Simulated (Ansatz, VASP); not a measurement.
# AlN in two plane-wave programs

One calculation is typed for both programs; each brings its own data sets. How far apart do they land? The cell is taken from a series of runs on this material, whose earlier steps may have relaxed, scaled, displaced or heated it; both programs get it as it stands.

Calculated with Ansatz 0.2.0; plane waves, with VASP 6.6.1 beside it; single point at HSE06.

**1. The starting structure**

Symmetry: F-43m, No. 216, cubic system. Conventional cell: a = 4.288 Å, b = 4.288 Å, c = 4.288 Å, α = 90.00°, β = 90.00°, γ = 90.00°. Nearest to Al lie 4 N at 1.86 Å. N has 4 Al at 1.86 Å nearest. Farther neighbours and most contacts between anions are not listed.

**2. Ansatz: single point, HSE06**

Ansatz runs on its PAW soft_1 files.

With cell and atoms fixed, the geometry can't cause a difference; cores, projectors, grids and the points listed under the comparison can.

Input file input.yaml:

```yaml
crystal:
  lattice:
    - [0.0, 2.1439567409, 2.1439567409]
    - [2.1439567409, 0.0, 2.1439567409]
    - [2.1439567409, 2.1439567409, 0.0]
  atoms:
    - { symbol: Al, position: [0.0, 0.0, 0.0] }
    - { symbol: "N", position: [0.75, 0.75, 0.75] }
kpoints:
  mp_grid: { grid: [7, 7, 7] }
scf:
  occupations: { method: fermi_dirac, width: 0.02 }
hamiltonian:
  xc: hse06
  pseudopotentials: { kind: paw, azcp: { folder: soft_1 } }
basis:
  ecutwfc: 600
output:
  forces: true
  stress: true
```

Launch:

```sh
$ ansatz run input.yaml --threads 8 --pin off --max-ram 18432MiB --backend cpu --events-out ev --progress --plain --runs-dir out
```

Numbers of over 12 decimals in the logs are rounded to 6 here.

Log:

```text
Warning: output.stress: scf.convergence.dr2_threshold = 1e-7 eV (the SCF's general default) is looser than the 2e-10 eV advised for a printed stress (1e-10 eV for each atom of the cell: 2). What an SCF threshold leaves in a stress goes as its square root, and in the free energy as the threshold itself, and one threshold admits the most on a small cell: [figures from the program's tests cut] Set scf.convergence.dr2_threshold to 2e-10 eV or tighter. The threshold is an SCF's pass mark: one that does not reach it within its budget of iterations ends unconverged, or closes short of it on a stop that the run arms, and scf.convergence.dr2_threshold's page says what that costs each kind of run
Warning: output.stress: scf.exx.energy_threshold = 1e-6 eV is looser than the 2e-8 eV advised for a stress under a hybrid functional (1e-8 eV for each atom of the cell: 2). Every SCF of the exchange loop can meet its threshold on dr2 while the loop round them stops early: no threshold on dr2 bounds what that leaves in the stress. Set scf.exx.energy_threshold to 2e-8 eV or tighter. The threshold is the loop's pass mark: a loop that does not reach it within its budget of cycles ends unconverged, and scf.exx.energy_threshold's page has the law
Engine: ansatz 0.2.0, aarch64-unknown-linux-gnu
Pseudopotentials: kind: paw
Pseudopotential: Al, paw, valence charge 3, recommended cutoff 420 eV (normal), soft_1/Al.paw.azcp
Pseudopotential: N, paw, valence charge 5, recommended cutoff 420 eV (normal), soft_1/N.paw.azcp
Functional definition: HSE06
  parameter a = 0.25
  parameter omega = 0.11/bohr
  exchange = pbe_x - a*pbe_x_sr(omega) + a*exact_x_sr(omega)
  correlation = pbe_c
Crystal: 2 atoms, lattice volume = 19.710 Å³
Basis set: ecut = 600 eV, 645 PW (Γ), exchange–correlation on 50×50×50 points (8 copies of the dense FFT grid, shifted against one another)
Bands: 8, of which v1, the nominal top of the filled ones, is band 4 counted from 1 (3 counted from 0)
Symmetry: 24 space group operations
Space group: F-43m (ITA 216), of the structure as read, at distance tolerance 2.7e-5 Å
k-points: 20 of 343 (time reversal used)
Non-local potential: Al, projectors of the file, l = 0: 2, l = 1: 2, l = 2: 1
Non-local potential: N, projectors of the file, l = 0: 2, l = 1: 2, l = 2: 1
PAW form: soft (Blöchl's): semilocal exchange-correlation on the pseudo side does not see the compensation charge
PAW frozen core: Al, regenerated for the run's functional, and the local potential with it (the file was generated under x = pbe(κ = 0.804, μ = 0.219515), c = pbe(β = 0.066725))
PAW frozen core: N, regenerated for the run's functional, and the local potential with it (the file was generated under x = pbe(κ = 0.804, μ = 0.219515), c = pbe(β = 0.066725))
PAW one-centre angular grid: Al, 110 points (default); XC on 64 Gauss nodes
PAW one-centre angular grid: N, 110 points (default); XC on 64 Gauss nodes
Initial density: superposition of atomic densities (chi_scale 0.1, normalization cell, long waves kept (reshape's long-wave potential 0.00 eV rms))
Initial wavefunctions: pseudopotential atomic-orbital guess
Functional: x = pbe(κ = 0.804, μ = 0.219515), c = pbe(β = 0.066725), warm-up for x = pbe(κ = 0.804, μ = 0.219515) + 0.25 (exact − pbe) at short range (hse, ω = 0.207870 Å⁻¹), c = pbe(β = 0.066725); HSE06 as pw.x's `hse` composes it (authors' and Libxc's form: `xc: wpbeh`)
SCF iter   1: F=—  HF=-925.711439 eV  |F-HF|=—  |Δ(HF+E_count)|=         —  Δρ=1.50e-1  dr2=5.22e0  ethr=1.00e-1  ⟨swp⟩=4.7  Hψ=574  notcnv=0
preconditioner: auto → none  [insulator: Δε(μ)=6.008 eV  Ē_g=17.183 eV  σ=0.020 eV  W_gap=1.00  n_scr=0 (ndim 8)  ℏωp=23.7 eV  f_vac=0.000  D(μ)=0.00/eV (n_scr^D=0)]
SCF iter   2: F=—  HF=-924.322334 eV  |F-HF|=—  |Δ(HF+E_count)|=    1.39e0  Δρ=7.62e-2  dr2=6.54e-1  ethr=6.53e-2  ⟨swp⟩=3.0  Hψ=410  notcnv=0
iter 3 solved again at ethr=7.11e-4 eV; its pass at ethr=8.18e-3 eV (dr2=5.69e-2 eV) is discarded
SCF iter   3: F=—  HF=-924.134235 eV  |F-HF|=—  |Δ(HF+E_count)|=   1.88e-1  Δρ=2.48e-2  dr2=5.67e-2  ethr=7.11e-4  ⟨swp⟩=2.2  Hψ=691  notcnv=0  defer=2
SCF iter   4: F=-924.125435 eV  HF=-924.126147 eV  |F-HF|=7.12e-4  |Δ(HF+E_count)|=   8.09e-3  Δρ=3.39e-3  dr2=9.57e-4  ethr=7.08e-4  ⟨swp⟩=2.0  Hψ=320  notcnv=0
SCF 1 stopped early in 4 iterations: F = -924.125435 eV  dr2 = 9.57e-4
  greatest PAW one-centre occupation: 0.794 electrons in one spin orbital (limit 2), on the N atom at site 1 (counted from 0), in its partial waves of l = 0
Initial density: handed on by an earlier stage of this run
Initial wavefunctions: those handed on with the density
Functional: x = pbe(κ = 0.804, μ = 0.219515) + 0.25 (exact − pbe) at short range (hse, ω = 0.207870 Å⁻¹), c = pbe(β = 0.066725); HSE06 as pw.x's `hse` composes it (authors' and Libxc's form: `xc: wpbeh`)
Exchange kernel: α = 0.2500, screened, ω = 0.2079 Å⁻¹, Wigner–Seitz truncation, v(0) = 1045.4369 eV·Å³, q-mesh 7×7×7, nearest image of the exchange supercell L = 21.22 Å, pair-density grid 15×15×15, without the augmentation charges, whose exchange is taken in its separable form by FFT convolution over the k-point mesh (sized by the pseudopotential files, 20×20×20 at the most), smooth part of the exact exchange by density-matrix convolution
Frozen-core exchange: fock
SCF iter   1: F=—  HF=-924.628502 eV  |F-HF|=—  |Δ(HF+E_count)|=         —  Δρ=4.09e-3  dr2=3.46e-3  ethr=1.20e-4  ⟨swp⟩=4.9  Hψ=621  notcnv=0
preconditioner: auto → none  [insulator: Δε(μ)=4.940 eV  Ē_g=18.156 eV  σ=0.020 eV  W_gap=1.00  n_scr=0 (ndim 8)  ℏωp=23.7 eV  f_vac=0.000  D(μ)=0.00/eV (n_scr^D=0)]
SCF iter   2: F=—  HF=-924.627362 eV  |F-HF|=—  |Δ(HF+E_count)|=   1.14e-3  Δρ=8.65e-4  dr2=3.32e-4  ethr=3.93e-5  ⟨swp⟩=2.0  Hψ=321  notcnv=0
SCF iter   3: F=—  HF=-924.629674 eV  |F-HF|=—  |Δ(HF+E_count)|=   2.31e-3  Δρ=1.05e-3  dr2=9.52e-5  ethr=1.47e-6  ⟨swp⟩=4.0  Hψ=501  notcnv=0
SCF iter   4: F=—  HF=-924.629645 eV  |F-HF|=—  |Δ(HF+E_count)|=   2.91e-5  Δρ=7.02e-5  dr2=3.18e-6  ethr=1.13e-6  ⟨swp⟩=2.0  Hψ=241  notcnv=0
SCF iter   5: F=-924.629668 eV  HF=-924.629669 eV  |F-HF|=1.36e-7  |Δ(HF+E_count)|=   2.40e-5  Δρ=6.47e-5  dr2=4.37e-7  ethr=1.27e-8  ⟨swp⟩=4.0  Hψ=365  notcnv=0
SCF 2 stopped early in 5 iterations: F = -924.629668 eV  dr2 = 4.37e-7
hybrid outer 1: dexx = +2.701e-3 eV, tail = 3.10e-6 eV
Exchange kernel: α = 0.2500, screened, ω = 0.2079 Å⁻¹, Wigner–Seitz truncation, v(0) = 1045.4369 eV·Å³, q-mesh 7×7×7, nearest image of the exchange supercell L = 21.22 Å, pair-density grid 15×15×15, without the augmentation charges, whose exchange is taken in its separable form by FFT convolution over the k-point mesh (sized by the pseudopotential files, 20×20×20 at the most), smooth part of the exact exchange by density-matrix convolution
Frozen-core exchange: fock
SCF iter   1: F=—  HF=-924.629659 eV  |F-HF|=—  |Δ(HF+E_count)|=         —  Δρ=1.48e-5  dr2=9.98e-9  ethr=1.94e-7  ⟨swp⟩=4.1  Hψ=430  notcnv=0
preconditioner: auto → none  [insulator: Δε(μ)=4.944 eV  Ē_g=18.148 eV  σ=0.020 eV  W_gap=1.00  n_scr=0 (ndim 8)  ℏωp=23.7 eV  f_vac=0.000  D(μ)=0.00/eV (n_scr^D=0)]
SCF iter   2: F=-924.629659 eV  HF=-924.629659 eV  |F-HF|=3.72e-9  |Δ(HF+E_count)|=   2.09e-8  Δρ=7.01e-6  dr2=4.25e-9  ethr=1.06e-10  ⟨swp⟩=3.1  Hψ=336  notcnv=0
SCF 3 converged in 2 iterations: F = -924.629659 eV  dr2 = 4.25e-9
  Residual-converged pass: ⟨swp⟩=3.0  Hψ=294  notcnv=0  max |occ|·‖R‖ = 2.2e-6 eV (tolerance 2.4e-6 eV)  dr2=4.25e-9  dr2_onsite=3.87e-10  max |Δocc| = 0.0e0
hybrid outer 2: dexx = +1.425e-8 eV, tail = 9.54e-9 eV, Δε = 8.25e-4 eV (about 5.74e-5 eV left of the loop's levels)
hybrid SCF converged: 2 outer / 7 inner (+4 warm-up), last move |dexx| = 1.42e-8 eV, tail = 9.54e-9 eV
Stability not checked: this state was not tested for a lower state beside it, because the functional holds exact exchange (a hybrid, or Hartree-Fock), whose exchange loop this test does not read (fock_operator; see scf.lower_state_search)
Free energy (F): -924.629659 eV
Frozen-core exchange: fock
Harris-Foulkes:  -924.629659 eV  (|F-HF|=3.72e-9)
Internal energy: -924.629659 eV  (E = F + TS)
E sigma→0 (E₀):  -924.629659 eV
Fermi energy:    9.068123 eV
--- Per-component energies (eV) ---
  E_band       = 7.791166
  E_kinetic    = 159.676171
  E_local      = -203.675030  (includes V_loc(G=0)·N_el)
  E_nonlocal   = 44.171510
  E_hartree    = 75.954392
  E_xc         = -80.989555
  E_vxc        = -86.890026  (∫ρ·V_xc dr)
  E_exx        = -18.160322  (= α·E_x^exact, valence–valence)
  E_paw        = -599.397446  (= ΣΔE_a)
  E_vpaw       = -21.079362  (= ΣTr[D̂ρ^β])
  E_aug_tail   = 0.000025  (compensation charges beyond the density's cutoff)
  E_ewald      = -302.142409
  E_core_change = -0.066995  (= ΣΔE_core)
  E_smearing   = -0.000000  (= −TS)
  E_closure    = -0.000000  (closes the sum)
  Σ components = -924.629659   (vs F -924.629659, Δ=0.00e0)
--- Forces (eV/Å), atoms counted from 1 ---
  atom   1  Al    -0.00000000     0.00000000    -0.00000000
  atom   2  N      0.00000000    -0.00000000     0.00000000
  max |Σ_I F_I| component: 2.04e-16 eV/Å
--- Stress (GPa, compression-positive) ---
       12.553094      -0.000000      -0.000000
        0.000000      12.553094       0.000000
       -0.000000       0.000000      12.553094
  P = ⅓ Tr σ = 12.5531 GPa (125.531 kbar)
--- Band table (eV; the first three rows and the last of 20) ---
  k-point 0: bands = ["-10.1610", "6.6020", "6.6020", "6.6020", "12.7096"]
  k-point 1: bands = ["-9.8263", "5.0459", "6.4923", "6.4923", "13.8918"]
  k-point 2: bands = ["-8.9373", "2.3595", "6.2643", "6.2643", "15.3779"]
  k-point 19: bands = ["-7.0972", "2.2481", "2.4402", "4.4077", "14.1332"]
  guard bands above this table: 3 of the run's 8 bands. The solve was not asked for them (output.publish_guard_bands: true or output.eigenvalues: true publishes all)
```

The run ends at a pressure of 12.55 GPa.

**3. VASP: single point, HSE06**

The same cell, functional, mesh and smearing now go to VASP, with its own data sets.

Lines of VASP's logs that name or quote its potential files are left out, and so is its time.

The run reads the wave functions of an earlier VASP run, which isn't shown here.

Input file INCAR:

```
SYSTEM = AlN
PREC = Accurate
ENCUT = 520
EDIFF = 1E-06
NELM = 100
ISMEAR = -1
SIGMA = 0.02
LREAL = .FALSE.
ALGO = Normal
LHFCALC = .TRUE.
AEXX = 0.25
GGA = PE
HFSCREEN = 0.208
LASPH = .TRUE.
NBANDS = 10
PRECFOCK = Fast
LORBIT = 11
LWAVE = .FALSE.
LCHARG = .FALSE.
KPAR = 8
ISIF = 2
```

Input file POSCAR:

```
AlN
1.0
    0.0000000000      2.1439567409      2.1439567409
    2.1439567409      0.0000000000      2.1439567409
    2.1439567409      2.1439567409      0.0000000000
Al N
1 1
Direct
    0.0000000000      0.0000000000      0.0000000000
    0.7500000000      0.7500000000      0.7500000000
```

Input file KPOINTS:

```
Automatic mesh
0
Gamma
7 7 7
0 0 0
```

The projector-augmented-wave data sets are Al and N (PBE family, release 64).

Launch:

```sh
$ mpirun -np 8 vasp_std
```

Log:

```text
[banner, memory and clock lines left out]
running    8 mpi-ranks, on    1 nodes
 distrk:  each k-point on    1 cores,    8 groups
 distr:  one band on    1 cores,    1 groups

 POSCAR found type information on POSCAR AlN
 POSCAR found :  2 types and       2 ions
|                                                                             |
|           W    W    AA    RRRRR   N    N  II  N    N   GGGG   !!!           |
|           W    W   A  A   R    R  NN   N  II  NN   N  G    G  !!!           |
|           W    W  A    A  R    R  N N  N  II  N N  N  G       !!!           |
|           W WW W  AAAAAA  RRRRR   N  N N  II  N  N N  G  GGG   !            |
|           WW  WW  A    A  R   R   N   NN  II  N   NN  G    G                |
|           W    W  A    A  R    R  N    N  II  N    N   GGGG   !!!           |
|                                                                             |
|     For optimal performance we recommend to set                             |
|       NCORE = 2 up to number-of-cores-per-socket                            |
|     NCORE specifies how many cores store one orbital (NPAR=cpu/NCORE).      |
|     This setting can greatly improve the performance of VASP for DFT.       |
|     The default, NCORE=1 might be grossly inefficient on modern             |
|     multi-core architectures or massively parallel machines. Do your        |
|     Unfortunately you need to use the default for GW and RPA                |
|     calculations (for HF NCORE is supported but not extensively tested      |
|     yet).                                                                   |
|                                                                             |

 LDA part: xc-table for (Slater+PW92), standard interpolation
 found WAVECAR, reading the header
 POSCAR, INCAR and KPOINTS ok, starting setup
 FFT: planning ... GRIDC
 FFT: planning ... GRID_SOFT
 FFT: planning ... GRID
 reading WAVECAR
 the WAVECAR file was read successfully
 initial charge from wavefunction
 entering main loop
       N       E                     dE             d eps       ncg     rms          rms(c)
DAV:   1    -0.173529410877E+02   -0.17353E+02   -0.55709E-01   448   0.476E+00    0.914E+00
DAV:   2    -0.173557726753E+02   -0.28316E-02   -0.78702E-03   438   0.807E-01    0.590E+00
DAV:   3    -0.173552059631E+02    0.56671E-03   -0.16818E-04   466   0.114E-01    0.366E+00
DAV:   4    -0.173549974430E+02    0.20852E-03   -0.45638E-05   470   0.522E-02    0.215E+00
DAV:   5    -0.173549257387E+02    0.71704E-04   -0.17727E-05   566   0.340E-02    0.124E+00
DAV:   6    -0.173549019799E+02    0.23759E-04   -0.55587E-06   500   0.207E-02    0.718E-01
DAV:   7    -0.173548947835E+02    0.71964E-05   -0.18077E-06   388   0.122E-02    0.417E-01
DAV:   8    -0.173548918578E+02    0.29256E-05   -0.68761E-07   206   0.753E-03    0.244E-01
DAV:   9    -0.173548912819E+02    0.57598E-06   -0.32894E-07   208   0.526E-03
   1 F= -.17354891E+02 E0= -.17354891E+02  d E =-.100292E-11
```

OUTCAR, selected parts (step 3):

```text
ion  position               nearest neighbor table
   1  0.000  0.000  0.000-   2 1.86   2 1.86   2 1.86   2 1.86
   2  0.750  0.750  0.750-   1 1.86   1 1.86   1 1.86   1 1.86

  LATTYP: Found a face centered cubic cell.
 ALAT       =     4.2879134818

 Subroutine GETGRP returns: Found 24 space group operations
 (whereof 24 operations were pure point group operations)

The static configuration has the point symmetry T_d .

 Found     20 irreducible k-points:

   k-points           NKPTS =     20   k-points in BZ     NKDIM =    343   number of bands    NBANDS=     10

   dimension x,y,z NGX =    24 NGY =   24 NGZ =   24
   dimension x,y,z NGXF=    48 NGYF=   48 NGZF=   48

   ENCUT  =  520.0 eV  38.22 Ry    6.18 a.u.   5.64  5.64  5.64*2*pi/ulx,y,z

   NELECT =       8.0000    total number of electrons

 k-points in reciprocal lattice and weights: Automatic mesh
   0.00000000  0.00000000  0.00000000       0.003
   0.14285714  0.00000000  0.00000000       0.023
   0.28571429  0.00000000  0.00000000       0.023
   0.42857143  0.00000000  0.00000000       0.023
   0.14285714  0.14285714  0.00000000       0.017
   0.28571429  0.14285714  0.00000000       0.070
   0.42857143  0.14285714  0.00000000       0.070
  -0.42857143  0.14285714  0.00000000       0.070
  -0.28571429  0.14285714  0.00000000       0.070
[...]
-0.42857143  0.42857143  0.14285714       0.070
  -0.28571429  0.42857143  0.14285714       0.070

  exchange ACFDT corr.  =         0.00000000  see jH, gK, PRB 81, 115126

 average (electrostatic) potential at core
       1 -66.8860       2 -54.2407

 E-fermi :   6.0186

 k-point     1 :       0.0000    0.0000    0.0000
  band No.  band energies     occupation
      1     -11.2586      2.00000
      2       5.5595      2.00000
      3       5.5595      2.00000
      4       5.5595      2.00000
      5      11.6613      0.00000
      6      20.3969      0.00000
      7      20.3969      0.00000
      8      20.3969      0.00000
      9      25.6512      0.00000
    ...

 k-point     2 :       0.1429    0.0000    0.0000
  band No.  band energies     occupation
      1     -10.9212      2.00000
      2       3.9945      2.00000
      3       5.4472      2.00000
      4       5.4472      2.00000
      5      12.8411      0.00000
      6      19.6774      0.00000
      7      20.6079      0.00000
      8      20.6079      0.00000
      9      23.7996      0.00000
    ...

 k-point     3 :       0.2857    0.0000    0.0000
  band No.  band energies     occupation
      1     -10.0245      2.00000
      2       1.2914      2.00000
      3       5.2143      2.00000
      4       5.2143      2.00000
      5      14.3204      0.00000
      6      18.5213      0.00000
      7      19.7553      0.00000
      8      19.7553      0.00000
      9      24.7465      0.00000
    ...

  Total        1.5398312      1.5398312      1.5398312      0.0000000      0.0000000      0.0000000
  in kB      125.1715532    125.1715532    125.1715532      0.0000000      0.0000000      0.0000000
  external PRESSURE =     125.1715532 kB  Pullay stress =       0.0000000 kB

  energy-cutoff  :      520.00
  volume of cell :       19.71
      direct lattice vectors                 reciprocal lattice vectors
     0.000000000  2.143956741  2.143956741    -0.233213661  0.233213661  0.233213661
     2.143956741  0.000000000  2.143956741     0.233213661 -0.233213661  0.233213661
     2.143956741  2.143956741  0.000000000     0.233213661  0.233213661 -0.233213661

 POSITION                                       TOTAL-FORCE (eV/Angst)
 -----------------------------------------------------------------------------------
      0.00000      0.00000      0.00000         0.000000      0.000000      0.000000
      3.21594      3.21594      3.21594        -0.000000     -0.000000     -0.000000
 -----------------------------------------------------------------------------------
    total drift:                               -0.000001      0.000001     -0.000000

  FREE ENERGIE OF THE ION-ELECTRON SYSTEM (eV)
  ---------------------------------------------------
  free  energy   TOTEN  =       -17.3548912819 eV

  energy  without entropy=      -17.3548912819  energy(sigma->0) =      -17.35489128

 total charge
# of ion       s       p       d       tot
------------------------------------------
    1        0.434   0.494   0.000   0.929
    2        1.228   2.695   0.000   3.923
--------------------------------------------------
tot          1.662   3.190   0.000   4.852

[... 3 further parts left out ...]
```

The run ends at a pressure of 12.52 GPa.

**4. Differences**

Known differences besides the potentials themselves: exact exchange at q = 0 is treated differently, which shows on coarse meshes; VASP keeps PBE cores, Ansatz makes them for the functional; the cutoff is 600 eV in Ansatz and 520 eV in VASP; VASP takes a coarser grid for exact exchange (PRECFOCK = Fast). Total energies have different zeros and are not compared.

Compared:

| quantity | Ansatz | VASP | difference |
| --- | --- | --- | --- |
| pressure (GPa) | 12.55 | 12.52 | +0.04 |
| gap on the k mesh (eV) | 4.944 | 4.943 | +0.001 |

A gap on the mesh is an upper bound, since the band edges may lie between its points.

**5. Summary of results**

```
difference in gap on the k mesh (single point, HSE06) : 8.1e-4 eV
```

**Reading.** The difference in gap on the k mesh is 8.1e-4 eV (single point, HSE06), within the 0.08 eV picked in this series as the mark of a large difference. How closely two codes agree says nothing of how well the functional describes the real material.

[Lines on the potential files, build, host, timing and source positions are cut from VASP's logs without a mark.]

[Logs are printed without paths, hosts, clocks, repeated set-up lines and the standing remarks that a program may print on its own settings, such as how far it seeks lower states.]

[Hosts, paths, dates, database ids (printed as entryN), source tags and the programs' standing remarks are cut or masked in the printed files.]
